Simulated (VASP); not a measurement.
Data:

```yaml
crystal:
  lattice:
    - [4.00018, 0.00000, 0.00000]
    - [0.00000, 4.00018, 0.00000]
    - [0.00000, 0.00000, 4.00018]
  atoms:
    - { symbol: K, position: [0.00000, 0.00000, 0.00000] }
    - { symbol: Mg, position: [0.50000, 0.50000, 0.50000] }
    - { symbol: F, position: [0.50000, 0.00000, 0.50000] }
    - { symbol: F, position: [0.00000, 0.50000, 0.50000] }
    - { symbol: F, position: [0.50000, 0.50000, 0.00000] }
```

The numbers are results of rev-vdW-DF2, VASP's PBE PAW potentials (set 64) (plane waves; VASP 6.6.1), not measurements. Run with 520 eV cut-off, 6×6×6 Γ-centred mesh, tetrahedra with Blöchl corrections, potentials K_sv Mg F.

The cores are frozen, which limits the accuracy of field gradients.

Problem. Give the principal components of the electric field gradient (V/Å²) and the asymmetry η at each nucleus.

Solution. 
| atom | Vxx | Vyy | Vzz | η |
|---|---|---|---|---|
| K1 | 0.0 | 0.0 | 0.0 | - |
| Mg2 | 0.0 | 0.0 | 0.0 | - |
| F3 | -22.3 | -22.3 | 44.6 | 0.00 |
| F4 | -22.3 | -22.3 | 44.6 | 0.00 |
| F5 | -22.3 | -22.3 | 44.6 | 0.00 |

The compound is KMgF3 in the cubic perovskite structure. It was relaxed first.
